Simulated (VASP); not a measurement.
Here is the system:

```xyz
2
Lattice="-2.5918 2.5918 1.3601 2.5918 -2.5918 1.3601 2.5918 2.5918 -1.3601" Properties=species:S:1:pos:R:3 pbc="T T T"
Ag     0.0000     2.5918     0.6800
Ag     2.5918     2.5918    -1.3601
```

Calculation: PBEsol GGA, VASP's PBE PAW potentials (set 64) (plane waves; VASP). Numerical set-up: 400 eV cut-off, Gaussian smearing of 0.050 eV, potentials Ag.

Question: Give the energies of bands 1 to 14 at the high-symmetry points, in eV from the Fermi level.

Answer: 
```tsv
band	Γ	X	M	Z	P	N
1	-7.29	-5.88	-5.90	-5.44	-5.79	-5.89
2	-6.17	-5.88	-5.90	-5.43	-5.79	-5.86
3	-5.95	-4.97	-5.39	-5.43	-5.54	-5.38
4	-5.65	-4.97	-5.39	-4.89	-5.54	-5.23
5	-5.45	-4.79	-3.89	-4.41	-4.16	-4.35
6	-3.49	-4.79	-3.89	-4.09	-4.16	-4.29
7	-3.49	-3.51	-3.40	-4.09	-3.30	-3.42
8	-3.46	-3.51	-3.40	-3.85	-3.30	-3.20
9	-3.46	-3.13	-3.36	-3.35	-2.76	-2.93
10	-2.81	-3.13	-3.36	-3.02	-2.76	-2.67
11	-2.19	-2.63	-0.86	3.06	2.36	0.51
12	4.20	-2.63	-0.86	3.41	2.36	2.86
13	4.20	9.26	2.19	3.52	3.70	5.53
14	9.04	9.26	2.19	3.52	3.70	6.36
```

It has no gap at this level: it comes out as a metal or semimetal.

The structure was generated: Ag was put into the beta-Sn type (I4_1/amd), which need not be its known phase. It was relaxed first.
